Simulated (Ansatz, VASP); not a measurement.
## One calculation of CaSi2S2, two programs

```
CELL_PARAMETERS angstrom
-2.52913 2.52913 4.00761
2.52913 -2.52913 4.00761
2.52913 2.52913 -4.00761
ATOMIC_POSITIONS crystal
Ca 0.00000 0.00000 0.00000
Si 0.65662 0.65662 0.00000
Si 0.34338 0.34338 0.00000
S 0.75000 0.25000 0.50000
S 0.25000 0.75000 0.50000
```

Change from the starting cell: species swapped into the EuSi2Rh2 type (I4/mmm, No. 139).

Alike in both runs: functional PBE; k mesh 6 × 6 × 6; occupations gaussian, width 0.1 eV; no spin polarisation.

Ansatz relaxed the structure, and its values are those at the end. VASP's run is a single point on that final structure, the one shown.

|  | VASP | Ansatz |
| --- | --- | --- |
| version | VASP 6.6.1 | Ansatz 0.2.0 |
| potentials or method | VASP PAW PBE potentials, release 64 (Ca_sv, Si, S) | scalar-relativistic, plane waves, PAW |
| plane-wave cutoff (eV) | 520 | 420 |
| valence electrons in the cell | 30 | 30 |

Ansatz gave:

* gap on the k mesh at the Fermi level (eV): none
* pressure (GPa): 0.2
* rms of the force components (eV/Å): 0.004

Question: Which values does VASP return?

Answer: gap on the k mesh at the Fermi level (eV): none; pressure (GPa): 0.2; rms of the force components (eV/Å): 0.011.

A gap of «none» marks a metal or a gap that the smearing closes.
